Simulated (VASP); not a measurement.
Data:

```
CELL_PARAMETERS angstrom
      4.84033     0.00000     0.00000
     -2.42016     4.19185     0.00000
      0.00000     0.00000     3.32126
ATOMIC_POSITIONS crystal
  Tm 0.00000 0.00000 0.00000
  Cd 0.33333 0.66667 0.50000
  Cd 0.66667 0.33333 0.50000
```

Level of theory: PBEsol GGA with spin-orbit coupling, VASP's PBE PAW potentials (set 64) (plane waves; VASP 6.6.1). Run with 400 eV cut-off, 7×7×8 Γ-centred mesh, Gaussian smearing of 0.050 eV, potentials Tm_3 Cd.

The 4f electrons are frozen in the core of the lanthanide potential, so 4f levels, which can set the real gap, and their magnetism are missing.

Task: Give the energies of bands 27 to 39 at the high-symmetry points, in eV from the Fermi level.

Result: 
| band | Γ | M | K | A | L | H |
|---|---|---|---|---|---|---|
| 27 | -8.00 | -5.48 | -4.87 | -4.03 | -3.65 | -3.18 |
| 28 | -8.00 | -5.48 | -4.87 | -4.03 | -3.65 | -3.18 |
| 29 | -1.04 | -5.36 | -4.74 | -3.65 | -1.77 | -3.15 |
| 30 | -1.04 | -5.36 | -4.74 | -3.65 | -1.77 | -3.15 |
| 31 | -0.99 | -0.86 | -3.86 | 0.61 | -1.21 | -0.76 |
| 32 | -0.99 | -0.86 | -3.86 | 0.61 | -1.21 | -0.76 |
| 33 | -0.25 | -0.65 | 0.74 | 0.68 | -0.93 | -0.72 |
| 34 | -0.25 | -0.65 | 0.74 | 0.68 | -0.93 | -0.72 |
| 35 | 1.56 | 1.59 | 1.96 | 2.25 | -0.87 | -0.20 |
| 36 | 1.56 | 1.59 | 1.96 | 2.25 | -0.87 | -0.20 |
| 37 | 3.53 | 2.14 | 2.17 | 2.46 | 2.59 | 2.05 |
| 38 | 3.53 | 2.14 | 2.17 | 2.46 | 2.59 | 2.05 |
| 39 | 3.97 | 3.30 | 3.65 | 3.04 | 3.19 | 4.04 |

It has no gap at this level: it comes out as a metal or semimetal.

The structure comes from a computed database's TmCd2 entry (P6/mmm); how it stands against other phases isn't given here. It was relaxed first.
